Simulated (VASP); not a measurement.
Set up this calculation in VASP 6.6.1, as the native input.

| Item | Value |
| --- | --- |
| Task | work function |
| Functional | PBEsol |
| Potentials or basis | VASP PAW PBE potentials, release 64 (Zn) |
| Cutoff | 520 eV |
| k mesh | 9 × 9 × 1 |
| Occupations | fermi-dirac, width 0.05 eV |
| Spin | no spin polarisation |
| Dipole correction | yes |
| Further INCAR settings | ALGO = Fast; EDIFF = 1e-06 |

The structure of Zn lies in POSCAR:

```
Zn
1.0
    2.6169740200      0.0000000000      0.0000000000
   -1.3084870100      2.2681701736      0.0000000000
    0.0000000000      0.0000000000     27.1587934876
Zn
6
Direct
    0.3393536486      0.6787072973      0.2761536518
    0.0115275509      0.0230551018      0.3651252919
    0.3508811995      0.7017623991      0.4550417640
    0.6902348482      0.3804696963      0.5449582360
    0.3624087504      0.7248175009      0.6339298761
    0.7017623991      0.4035247981      0.7238463482
```

The input as run:

INCAR

```
  PREC = Accurate
  ENCUT = 520
  EDIFF = 1E-6
  ISMEAR = -1
  SIGMA = 0.05
  LREAL = False
  LASPH = True
  NELM = 60
  ALGO = Fast
  ISIF = 2
  LWAVE = False
  LCHARG = True
  LDIPOL = True
  IDIPOL = 3
  DIPOL = 0.5 0.5 0.500
  GGA = PS
  LELF = True
  LVHAR = True
  LVACPOTAV = True
```

KPOINTS

```
Automatic mesh
0
Gamma
  9 9 1
```

Potentials or basis: VASP PAW PBE potentials, release 64 (Zn).

Run with:

```bash
$ cat potpaw_PBE.64/Zn/POTCAR > POTCAR
$ mpirun -np 1 vasp_std > vasp.out
```

It gave:

```yaml
Largest_force: 0.114 eV/Å
Band_gap_on_the_k_mesh: none (metal or under the smearing width)
Work_function_of_the_upper_face: 4.18 eV
Work_function_of_the_lower_face: 4.18 eV
```

Caveat: the PAW data sets were made with another functional, which shifts forces and pressure a little.

Wall time 2.2 min on 1 thread of Intel(R) Xeon(R) Platinum 8488C (Sapphire Rapids), with other jobs on the host, peak memory 0.33 GiB.
